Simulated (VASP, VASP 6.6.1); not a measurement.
# Blind prediction of the zone-centre T2g phonon of CeO₂ with DFT+U

## Starting point

The quantity to be predicted is the wavenumber of the Raman-active T2g mode of CeO₂ in the fluorite structure. It was measured by Raman spectroscopy with 647 nm excitation at room temperature, on bulk CeO₂ that served as a reference sample. Raman scattering with visible light probes phonons very close to the zone centre, so the observed line can be compared directly with a calculated zone-centre frequency. I work blind: the measured wavenumber stays closed until I have committed to an estimate, and it is given with its source at the end. The structure is known from a published refinement (COD), with a = 5.411 Å for the conventional cell; I use that value to judge the calculated cells along the way.

## Choices

The aim is the cheapest level of theory that gives the T2g wavenumber within 3 %. That is close enough to show whether a functional describes the Ce–O force constants well, and it is about as strict as a harmonic calculation on a static lattice deserves: warming to room temperature and zero-point motion typically lower such a mode by roughly 1 %, and semilocal functionals often err by a few per cent.

The model is the primitive cell with three atoms. In the T2g mode the two oxygen atoms move against each other while cerium, on an inversion centre, stays at rest. The mode is even under inversion, so it carries no dipole and has no LO–TO splitting; finite displacements in the primitive cell are sufficient. All levels carry a U of 6 eV on cerium. In formally Ce⁴⁺ the 4f shell is empty, and U acts mainly through the f character mixed into the Ce–O bonds.

The frequency should depend strongly on the lattice constant, since a longer Ce–O bond is a softer one. I therefore read each frequency together with its cell. I start with LDA+U, check cutoff, k mesh and the effect of the cell there, and then climb to gradient-corrected functionals and, if the results call for it, to a meta-GGA. With the measured wavenumber closed, the choice of level has to rest on convergence, on the calculated cell and on how far the functionals agree.

System: CeO2, space group Fm-3m (Cerianite); Fm-3m (No. 225), 3 atoms in the cell; conventional a = 5.411 A, from a published structure refinement (COD).

On the selection of runs and values: 2 further cited values are not listed: repeats, values quoted from earlier work, more than five for one quantity or six quantities, optical onsets of an indirect gap, modes that a denser mesh moves by over 3 %, or quantities that fewer than three runs give.

## 1. LDA+U at its own cell

LDA+U is the simplest theory to begin with, and its relaxed cell is the base for the convergence tests. LDA usually binds too strongly, so I expect a lattice constant somewhat below 5.411 Å and a T2g mode on the stiff side. The run starts from parallel moments on cerium; for an empty 4f shell these should vanish during the self-consistency cycle.

**Run 1.** VASP 6.6.1: LDA+U (Ce 6 eV), parallel starting moments; 520 eV, 10x10x10 k mesh; cell relaxed with this functional; finite displacements, LASPH on.

Key lines of the input:
```
ALGO = Normal
AMIX = 0.2
AMIX_MAG = 0.8
BMIX = 1E-04
BMIX_MAG = 1E-04
EDIFF = 1E-08
ENCUT = 520
GGA = CA
IBRION = 6
ISIF = 2
ISMEAR = 0
ISPIN = 2
LASPH = .TRUE.
LDAU = .TRUE.
LDAUJ = 0 0
LDAUL = 3 -1
LDAUTYPE = 2
LDAUU = 6 0
LMAXMIX = 6
MAGMOM = 1 0 0
NBANDS = 20
NELM = 150
NFREE = 2
NSW = 1
POTIM = 0.015
PREC = Accurate
SIGMA = 0.03
KPOINTS: Gamma, 10 10 10
PAW data sets: Ce O (LDA 64)
```

Command:
```
mpirun -np 4 vasp_std
```

Selected lines of the output:
```
   5 F= -.26498171E+02 E0= -.26498171E+02  d E =-.679554E-22  mag=     0.0000
   1 f  =   13.818822 THz    86.826220 2PiTHz  460.946290 cm-1    57.150031 meV
   2 f  =   13.818822 THz    86.826220 2PiTHz  460.946290 cm-1    57.150031 meV
   3 f  =   13.818822 THz    86.826220 2PiTHz  460.946290 cm-1    57.150031 meV
   4 f  =    9.290581 THz    58.374444 2PiTHz  309.900436 cm-1    38.422740 meV
   5 f  =    9.290581 THz    58.374444 2PiTHz  309.900436 cm-1    38.422740 meV
   6 f  =    9.290581 THz    58.374444 2PiTHz  309.900436 cm-1    38.422740 meV
   7 f/i=    0.003428 THz     0.021538 2PiTHz    0.114342 cm-1     0.014177 meV
   8 f/i=    0.003428 THz     0.021538 2PiTHz    0.114342 cm-1     0.014177 meV
   9 f/i=    0.003428 THz     0.021538 2PiTHz    0.114342 cm-1     0.014177 meV
```

Converged; 11 min on 4 cores of AMD EPYC 7R43 64, shared host.

| quantity | run 1 |
| --- | --- |
| zone-centre T2g mode (cm⁻¹) | 460.9 |
| lattice constant a of the conventional cell (Å) | 5.416 |
| count of imaginary optical modes | 0 |

The lattice constant comes out at 5.416 Å, slightly above the 5.411 Å of the refinement, where I had expected a cell that was too small. The usual overbinding of LDA is not visible here; the U on the cerium 4f states probably offsets it, since it weakens the f admixture in the Ce–O bonds, but a run without U would be needed to show that.

The T2g mode is the upper triplet, at 460.9 cm⁻¹. The lower triplet, near 310 cm⁻¹, is the polar mode without its LO–TO splitting, and the last three are the translations, whose tiny imaginary value is numerical noise. The moment has vanished, as it should for an empty 4f shell.

## 2. Cutoff and k mesh at fixed cell

Before comparing functionals I want to know how much of this number depends on the settings. I keep the relaxed LDA+U cell and compute the phonons three times: with the settings unchanged as a baseline, with the cutoff lowered to 400 eV, and with a 14×14×14 mesh. For an insulator with a wide gap I expect the mesh to matter very little. The lower cutoff may shift the mode by a few cm⁻¹; if it does not, it would be a cheaper setting for phonons at a given cell.

**Run 2.** VASP 6.6.1: LDA+U (Ce 6 eV), parallel starting moments; 520 eV, 10x10x10 k mesh; the cell of the main LDA run; finite displacements, LASPH on.

Key lines of the input:
```
ALGO = Normal
AMIX = 0.2
AMIX_MAG = 0.8
BMIX = 1E-04
BMIX_MAG = 1E-04
EDIFF = 1E-08
ENCUT = 520
GGA = CA
IBRION = 6
ISIF = 2
ISMEAR = 0
ISPIN = 2
LASPH = .TRUE.
LDAU = .TRUE.
LDAUJ = 0 0
LDAUL = 3 -1
LDAUTYPE = 2
LDAUU = 6 0
LMAXMIX = 6
MAGMOM = 1 0 0
NBANDS = 20
NELM = 150
NFREE = 2
NSW = 1
POTIM = 0.015
PREC = Accurate
SIGMA = 0.03
KPOINTS: Gamma, 10 10 10
PAW data sets: Ce O (LDA 64)
```

Selected lines of the output:
```
   5 F= -.26498171E+02 E0= -.26498171E+02  d E =-.679554E-22  mag=     0.0000
   1 f  =   13.818822 THz    86.826220 2PiTHz  460.946290 cm-1    57.150031 meV
   2 f  =   13.818822 THz    86.826220 2PiTHz  460.946290 cm-1    57.150031 meV
   3 f  =   13.818822 THz    86.826220 2PiTHz  460.946290 cm-1    57.150031 meV
   4 f  =    9.290581 THz    58.374444 2PiTHz  309.900436 cm-1    38.422740 meV
   5 f  =    9.290581 THz    58.374444 2PiTHz  309.900436 cm-1    38.422740 meV
   6 f  =    9.290581 THz    58.374444 2PiTHz  309.900436 cm-1    38.422740 meV
   7 f/i=    0.003428 THz     0.021538 2PiTHz    0.114342 cm-1     0.014177 meV
   8 f/i=    0.003428 THz     0.021538 2PiTHz    0.114342 cm-1     0.014177 meV
   9 f/i=    0.003428 THz     0.021538 2PiTHz    0.114342 cm-1     0.014177 meV
```

Converged; 5 min, same machine (without the earlier runs it builds on).

**Run 3.** VASP 6.6.1: LDA+U (Ce 6 eV), parallel starting moments; 400 eV, 10x10x10 k mesh; the cell of the main LDA run; finite displacements, LASPH on.

Key lines of the input, as changed from run 1:
```diff
- ENCUT = 520
+ ENCUT = 400
```

Selected lines of the output:
```
   1 f  =   13.941111 THz    87.594585 2PiTHz  465.025413 cm-1    57.655777 meV
```

Converged; 6.4 min, same machine (without the earlier runs it builds on).

**Run 4.** VASP 6.6.1: LDA+U (Ce 6 eV), parallel starting moments; 520 eV, 14x14x14 k mesh; the cell of the main LDA run; finite displacements, LASPH on.

Key lines of the input, as changed from run 1:
```diff
- KPOINTS: Gamma, 10 10 10
+ KPOINTS: Gamma, 14 14 14
```

Selected lines of the output:
```
   1 f  =   13.821373 THz    86.842250 2PiTHz  461.031388 cm-1    57.160581 meV
```

Converged; 15 min, same machine (without the earlier runs it builds on).

| quantity | run 2 | run 3 | run 4 |
| --- | --- | --- | --- |
| zone-centre T2g mode (cm⁻¹) | 460.9 | 465.0 | 461.0 |
| lattice constant a of the conventional cell (Å) | 5.416 | 5.416 | 5.416 |
| count of imaginary optical modes | 0 | 0 | 0 |

The mesh is settled for this level: going from 10×10×10 to 14×14×14 moves the T2g mode by 0.1 cm⁻¹. The repeat with unchanged settings reproduces the first result, so the other two runs can be compared with it directly.

The cutoff matters more. At 400 eV the mode lies 4.1 cm⁻¹ higher, a shift of 0.9 %, which would use up almost a third of the 3 % target. The lower cutoff brought no clear saving in time either, so I stay at 520 eV. This test shows that 400 eV is too coarse for my purpose; it does not measure the error that remains at 520 eV.

## 3. LDA+U at the refined cell

The next question is how strongly the mode depends on the cell. I keep LDA+U and set the lattice constant to the refined 5.411 Å, 0.005 Å below the relaxed value. The slightly shorter bonds should raise the frequency by a couple of cm⁻¹. The result will help to separate the effect of the cell from that of the functional when I move to gradient corrections.

**Run 5.** VASP 6.6.1: LDA+U (Ce 6 eV), parallel starting moments; 520 eV, 10x10x10 k mesh; measured cell, atoms relaxed; finite displacements, LASPH on.

Key lines of the input, as changed from run 3:
```diff
- ENCUT = 400
+ ENCUT = 520
```

Selected lines of the output:
```
   5 F= -.26497731E+02 E0= -.26497731E+02  d E =-.989448E-22  mag=    -0.0000
   1 f  =   13.875708 THz    87.183646 2PiTHz  462.843808 cm-1    57.385293 meV
   2 f  =   13.875708 THz    87.183646 2PiTHz  462.843808 cm-1    57.385293 meV
   3 f  =   13.875708 THz    87.183646 2PiTHz  462.843808 cm-1    57.385293 meV
   4 f  =    9.355792 THz    58.784178 2PiTHz  312.075644 cm-1    38.692431 meV
   5 f  =    9.355792 THz    58.784178 2PiTHz  312.075644 cm-1    38.692431 meV
   6 f  =    9.355792 THz    58.784178 2PiTHz  312.075644 cm-1    38.692431 meV
   7 f/i=    0.003241 THz     0.020365 2PiTHz    0.108116 cm-1     0.013405 meV
   8 f/i=    0.003241 THz     0.020365 2PiTHz    0.108116 cm-1     0.013405 meV
   9 f/i=    0.003241 THz     0.020365 2PiTHz    0.108116 cm-1     0.013405 meV
```

Converged; 10 min, same machine.

| quantity | run 5 |
| --- | --- |
| zone-centre T2g mode (cm⁻¹) | 462.8 |
| lattice constant a of the conventional cell (Å) | 5.411 |
| count of imaginary optical modes | 0 |

Shortening the lattice constant by 0.005 Å raises the T2g mode by 1.9 cm⁻¹, or 0.4 %. The direction and size are as I had estimated. For LDA+U the choice between the relaxed and the refined cell is therefore minor, but the mode is sensitive enough that a functional with a cell too long by a few hundredths of an ångström could lose several per cent in frequency.

## 4. PBEsol+U

All results so far share one functional, and their agreement says nothing about its error. PBEsol adds a gradient correction made for the equilibrium properties of solids, at little extra cost per step. With the same U on cerium I expect a cell slightly longer than that of LDA+U and a somewhat softer T2g mode. If the two functionals stay within the 3 % of the target, that supports the LDA+U value, though it cannot prove it.

**Run 6.** VASP 6.6.1: PBEsol+U (Ce 6 eV), parallel starting moments; 520 eV, 10x10x10 k mesh; cell relaxed with this functional; finite displacements, relaxed twice, LASPH on.

Key lines of the input, as changed from run 1:
```diff
- GGA = CA
+ GGA = PS
- PAW data sets: Ce O (LDA 64)
+ PAW data sets: Ce O (PBE 64)
```

Selected lines of the output:
```
   1 f  =   13.571344 THz    85.271267 2PiTHz  452.691296 cm-1    56.126542 meV
   4 f  =    8.826220 THz    55.456776 2PiTHz  294.411009 cm-1    36.502296 meV
   5 f  =    8.826220 THz    55.456776 2PiTHz  294.411009 cm-1    36.502296 meV
   6 f  =    8.826220 THz    55.456776 2PiTHz  294.411009 cm-1    36.502296 meV
```

Converged; 14 min, same machine.

| quantity | run 6 |
| --- | --- |
| zone-centre T2g mode (cm⁻¹) | 452.7 |
| lattice constant a of the conventional cell (Å) | 5.448 |
| count of imaginary optical modes | 0 |

PBEsol+U gives a T2g mode at 452.7 cm⁻¹, 1.8 % below LDA+U, so the two functionals agree within the width of my target. The order is the one I expected, but the cell is longer than I had thought: 5.448 Å, or 0.7 % above the refined value. Thermal expansion cannot excuse this, since a static lattice should be slightly smaller than a measured one. The longer bonds are a likely reason for the softer mode, although the functional also changes the force constants at a given cell. By the criterion of the cell, LDA+U remains the better of the two.

## 5. PBE+U

PBE costs about the same per step as PBEsol and usually gives longer bonds. I run it with the same U to see how far the frequency falls when the cell grows further. I expect a lattice constant clearly above 5.448 Å and a mode below 452.7 cm⁻¹, probably by more than the gap between LDA+U and PBEsol+U. Such a result would carry little weight in my estimate, but it would show how much the choice among common functionals matters here.

**Run 7.** VASP 6.6.1: PBE+U (Ce 6 eV), parallel starting moments; 520 eV, 10x10x10 k mesh; cell relaxed with this functional; finite displacements, relaxed twice, LASPH on.

Key lines of the input, as changed from run 6:
```diff
- GGA = PS
+ GGA = PE
```

Selected lines of the output:
```
   1 f  =   13.086614 THz    82.225624 2PiTHz  436.522471 cm-1    54.121864 meV
```

Converged; 14 min, same machine.

| quantity | run 7 |
| --- | --- |
| zone-centre T2g mode (cm⁻¹) | 436.5 |
| lattice constant a of the conventional cell (Å) | 5.508 |
| count of imaginary optical modes | 0 |

PBE+U continues the trend: the lattice constant grows to 5.508 Å, 1.8 % above the refined value, and the T2g mode drops to 436.5 cm⁻¹. The step down from PBEsol+U is 16.2 cm⁻¹, about twice the step from LDA+U to PBEsol+U. Across the three functionals the mode now spans 24.4 cm⁻¹, more than 5 % of its value, so the choice of functional outweighs the tested changes of cutoff and mesh. With a cell this much too long, I give the PBE+U frequency little weight.

## 6. r²SCAN+U

The three functionals order themselves by cell length, and only LDA+U comes close to the refined lattice constant. That could be a cancellation between the overbinding of LDA and the effect of U, in which case its frequency need not be equally good. A meta-GGA is an independent test of this, at a higher cost per step. I keep U at 6 eV so that only the functional changes. I expect r²SCAN+U to give a cell clearly shorter than that of PBE+U, and a T2g mode above the PBE+U value, perhaps near that of LDA+U.

**Run 8.** VASP 6.6.1: r2SCAN+U (Ce 6 eV), parallel starting moments; 520 eV, 10x10x10 k mesh; cell relaxed with this functional; finite displacements, relaxed twice, LASPH on.

Key lines of the input, as changed from run 6:
```diff
- GGA = PS
+ METAGGA = R2SCAN
```

Selected lines of the output:
```
   1 f  =   13.670224 THz    85.892553 2PiTHz  455.989605 cm-1    56.535480 meV
   4 f  =    8.569641 THz    53.844640 2PiTHz  285.852441 cm-1    35.441170 meV
   5 f  =    8.569641 THz    53.844640 2PiTHz  285.852441 cm-1    35.441170 meV
   6 f  =    8.569641 THz    53.844640 2PiTHz  285.852441 cm-1    35.441170 meV
```

Converged; 31 min, same machine.

| quantity | run 8 |
| --- | --- |
| zone-centre T2g mode (cm⁻¹) | 456.0 |
| lattice constant a of the conventional cell (Å) | 5.481 |
| count of imaginary optical modes | 0 |

r²SCAN+U puts the T2g mode at 456.0 cm⁻¹, about 1 % below LDA+U and 0.7 % above PBEsol+U. The frequency is near that of LDA+U, as I had thought possible, but the cell is not: at 5.481 Å it is 1.3 % longer than the refined one and only 0.027 Å shorter than that of PBE+U.

This breaks the simple ordering by cell length. r²SCAN+U has a longer cell than PBEsol+U and yet a stiffer T2g mode, while its polar mode, at 285.9 cm⁻¹, is softer than the 294.4 cm⁻¹ of PBEsol+U. The functional therefore acts on the force constants in its own right, and a good lattice constant alone does not vouch for a good frequency. The result supports the LDA+U frequency to within about 1 %, but since the two levels reach similar values at cells 0.065 Å apart, a cancellation of errors in either of them remains possible.

## Prediction

For the T2g mode of CeO₂ at room temperature I commit to **455 ± 15 cm⁻¹**.

The estimate rests on LDA+U at its relaxed cell, 460.9 cm⁻¹. I favour this level because its lattice constant is closest to the refined one and its mesh has been checked. From this value I take off about 1 % for warming and zero-point motion; the size of that correction is a guess, not a calculation. The computed value to be judged against the target remains 460.9 cm⁻¹.

PBEsol+U and r²SCAN+U lie within 2 % of LDA+U, while PBE+U, with its much too long cell, lies about 5 % below. Together with the few per cent by which such functionals usually err, this leads me to an error bar of roughly 3.3 %, slightly wider than the 3 % target. The estimate alone therefore cannot assure that LDA+U meets it.

## Measured values

Source: "Size Dependence of Lattice Parameter and Electronic Structure in CeO 2 Nanoparticles" (2020, arXiv:2010.07939).

| compared with | measured | T (K) | method |
| --- | --- | --- | --- |
| zone-centre T2g mode (cm⁻¹) | 464 | room temperature | Raman spectroscopy, 647 nm excitation |

Conditions are those given with the value in the passage it was taken from; "not stated" means there, and the paper may say more elsewhere. The values are a selection: others may have been left out beforehand as unlike or outlying.

## Table of results

| run | settings | zone-centre T2g mode (cm⁻¹) | deviation | cost |
| --- | --- | --- | --- | --- |
| 1 | LDA+U (Ce 6 eV), 520 eV, 10x10x10 k mesh, cell relaxed with this functional | 460.9 | −3.1 (−0.7 %) | 45 core-min |
| 2 | LDA+U (Ce 6 eV), 520 eV, 10x10x10 k mesh, the cell of the main LDA run | 460.9 | −3.1 (−0.7 %) | 20 core-min |
| 3 | LDA+U (Ce 6 eV), 400 eV, 10x10x10 k mesh, the cell of the main LDA run | 465.0 | +1.0 (+0.2 %) | 26 core-min |
| 4 | LDA+U (Ce 6 eV), 520 eV, 14x14x14 k mesh, the cell of the main LDA run | 461.0 | −3.0 (−0.6 %) | 58 core-min |
| 5 | LDA+U (Ce 6 eV), 520 eV, 10x10x10 k mesh, measured cell, atoms relaxed | 462.8 | −1.2 (−0.2 %) | 41 core-min |
| 6 | PBEsol+U (Ce 6 eV), 520 eV, 10x10x10 k mesh, cell relaxed with this functional, relaxed twice | 452.7 | −11.3 (−2.4 %) | 56 core-min |
| 7 | PBE+U (Ce 6 eV), 520 eV, 10x10x10 k mesh, cell relaxed with this functional, relaxed twice | 436.5 | −27.5 (−5.9 %) | 57 core-min |
| 8 | r2SCAN+U (Ce 6 eV), 520 eV, 10x10x10 k mesh, cell relaxed with this functional, relaxed twice | 456.0 | −8.0 (−1.7 %) | 2.1 core-h |
|  | measured | 464 |  |  |

Further runs on the same system, made beside this series (convergence steps with loose settings among them):

| further | settings | zone-centre T2g mode (cm⁻¹) | deviation | cost |
| --- | --- | --- | --- | --- |
| F1 | PBEsol + D3(BJ)+U (Ce 6 eV), 520 eV, 10x10x10 k mesh, cell relaxed with this functional | 463.4 | −0.6 (−0.1 %) | 22 core-min |
| F2 | LDA+U (Ce 6 eV), 520 eV, 6x6x6 k mesh, the cell of the main LDA run | 460.7 | −3.3 (−0.7 %) | 9.9 core-min |
|  | measured | 464 |  |  |

## Judgement

LDA+U meets the 3 % target. At its own relaxed cell it gives 460.9 cm⁻¹ for the T2g mode, 0.7 % below the measured 464 cm⁻¹ ("Size Dependence of Lattice Parameter and Electronic Structure in CeO 2 Nanoparticles", 2020, arXiv:2010.07939), for 45 core-minutes. My estimate of 455 ± 15 cm⁻¹ also covers the measurement, but its correction for warming and zero-point motion moved it away from the measured value. With that guessed 1 %, LDA+U is nearly 2 % too soft and still inside the target.

PBEsol+U and r²SCAN+U pass as computed, but the same correction would take PBEsol+U outside and r²SCAN+U to about the limit. PBE+U misses by 5.9 %, in line with its overlong cell. Adding D3 to PBEsol+U raises the mode to 463.4 cm⁻¹, perhaps by shortening the bonds.

The cutoff test mattered most among the settings: 400 eV lands closer to experiment only by chance, through a basis error of about 4 cm⁻¹. A 6×6×6 mesh would have sufficed, and repeating the phonons with unchanged settings added nothing.

The good LDA+U cell may owe something to a cancellation between overbinding and U. The small excess in its length accounts for more than half of the miss as computed: the refined lattice constant raises the mode by 1.9 cm⁻¹ and leaves it 1.2 cm⁻¹ below the measured line. Oxygen vacancies in the sample would lower the measured line, so they cannot explain why the calculation is too soft. The basis error left at 520 eV and the influence of the chosen U are not shown in this report.

[Logs are printed without paths, hosts, clocks, repeated set-up lines and the standing remarks that a program may print on its own settings, such as how far it seeks lower states.]

[The runs shown are a pick from a larger set of finished runs; failed, doubtful and other runs were left out of it ahead of writing. So were measured values far from every level or from commonly accepted values, and agreement can look better than it is. Lines of input and output are excerpts and may be shortened.]
